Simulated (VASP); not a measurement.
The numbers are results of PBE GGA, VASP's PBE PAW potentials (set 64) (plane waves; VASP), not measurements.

VASP input:

**POSCAR**
```
PtS2
1
    1.7700000000    -3.0657300000     0.0000000000
    1.7700000000     3.0657300000     0.0000000000
    0.0000000000     0.0000000000     5.0400000000
Pt S
1 2
Direct
  0.0000000000   0.0000000000   0.0000000000
  0.3333330000   0.6666670000   0.2300000000
  0.6666670000   0.3333330000   0.7700000000
```

File KPOINTS:
```
Regular mesh
0
G
  6 6 4
```

**INCAR**
```
# general
SYSTEM =PtS2
PREC   =Accurate
ENCUT  =400
LREAL  =.FALSE.
LASPH  =.TRUE.

# electronic loop
EDIFF  =1E-6
NELM   =100
ALGO   =Normal
LMAXMIX=6

# smearing
ISMEAR =0
SIGMA  =0.05

# functional
GGA    =PE

# ions
ISIF   =2

# output
LWAVE  =.FALSE.
LCHARG =.FALSE.
```

POTCAR, in this order: Pt S (PBE.64 set). Program: vasp_std.

Output of the run:

**OSZICAR**
```
       N       E                     dE             d eps       ncg     rms          rms(c)
DAV:   1     0.977800690338E+02    0.97780E+02   -0.92249E+03   752   0.106E+03
DAV:   2    -0.128190362302E+02   -0.11060E+03   -0.10751E+03   951   0.226E+02
DAV:   3    -0.166435072169E+02   -0.38245E+01   -0.38135E+01   909   0.464E+01
DAV:   4    -0.166835134741E+02   -0.40006E-01   -0.40002E-01   923   0.511E+00
DAV:   5    -0.166843408514E+02   -0.82738E-03   -0.82736E-03   944   0.692E-01    0.203E+01
DAV:   6    -0.155137446708E+02    0.11706E+01   -0.79685E+00   748   0.288E+01    0.129E+01
DAV:   7    -0.153213377012E+02    0.19241E+00   -0.13263E+00   748   0.124E+01    0.628E+00
DAV:   8    -0.153000362489E+02    0.21301E-01   -0.69146E-02   867   0.206E+00    0.125E+00
DAV:   9    -0.152955679079E+02    0.44683E-02   -0.14391E-02   867   0.133E+00    0.205E-01
DAV:  10    -0.152958261787E+02   -0.25827E-03   -0.15227E-03   909   0.297E-01    0.100E-01
DAV:  11    -0.152958746028E+02   -0.48424E-04   -0.64787E-05   924   0.676E-02    0.339E-02
DAV:  12    -0.152958765533E+02   -0.19505E-05   -0.15642E-05   881   0.393E-02    0.900E-03
DAV:  13    -0.152958778082E+02   -0.12549E-05   -0.12053E-06   710   0.916E-03    0.359E-03
DAV:  14    -0.152958780409E+02   -0.23268E-06   -0.24819E-07   542   0.390E-03
   1 F= -.15295878E+02 E0= -.15295878E+02  d E =-.166852E-11
```

**OUTCAR**
```
------------------------ aborting loop because EDIFF is reached ----------------------------------------
  FORCE on cell =-STRESS in cart. coord.  units (eV):
  Direction    XX          YY          ZZ          XY          YZ          ZX
  --------------------------------------------------------------------------------------
  Total        3.6345182      3.6345183      3.1066074     -0.0000000      0.0000000     -0.0000000
  in kB      106.4607995    106.4608044     90.9974555     -0.0000000      0.0000000     -0.0000000
  external PRESSURE =     101.3063531 kB  Pullay stress =       0.0000000 kB
  volume of cell :       54.70
      direct lattice vectors                 reciprocal lattice vectors
     1.770000000 -3.065730000  0.000000000     0.282485876 -0.163093293  0.000000000
     1.770000000  3.065730000  0.000000000     0.282485876  0.163093293  0.000000000
     0.000000000  0.000000000  5.040000000     0.000000000  0.000000000  0.198412698
 POSITION                                       TOTAL-FORCE (eV/Angst)
 -----------------------------------------------------------------------------------
      0.00000      0.00000      0.00000         0.000000      0.000000      0.000000
      1.77000      1.02191      1.15920        -0.000000      0.000000      1.017093
      1.77000     -1.02191      3.88080         0.000000     -0.000000     -1.017093
 -----------------------------------------------------------------------------------
    total drift:                               -0.000000     -0.000000      0.000000
  FREE ENERGIE OF THE ION-ELECTRON SYSTEM (eV)
  ---------------------------------------------------
  free  energy   TOTEN  =       -15.2958780409 eV

  energy  without entropy=      -15.2958780409  energy(sigma->0) =      -15.29587804
```
(Selected blocks of OUTCAR.)

The compound is PtS2 in the 1T layered structure. The cell was not relaxed at this level.
